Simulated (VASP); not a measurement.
Data:

```
SnSe2
1.0
    1.93214    -3.34656     0.00000
    1.93214     3.34656     0.00000
    0.00000     0.00000     6.16866
Sn Se
1 2
Direct
  0.00000   0.00000   0.00000
  0.33333   0.66667   0.25877
  0.66667   0.33333   0.74123
```

The numbers are results of rev-vdW-DF2, VASP's PBE PAW potentials (set 64) (plane waves; VASP 6.6.1), not measurements. Run with 520 eV cut-off, 7×7×4 Γ-centred mesh, tetrahedra with Blöchl corrections, potentials Sn_d Se.

Task: Estimate the energy per atom (σ→0), largest force.

Result: 
| Property | Value |
|---|---|
| energy per atom (σ→0) | -2077 meV/atom |
| largest force | 0.00210 Ry/bohr |

Total energies compare only between runs with the same potentials, cut-off and functional.

The compound is SnSe2 in the 1T layered structure. It was relaxed first.
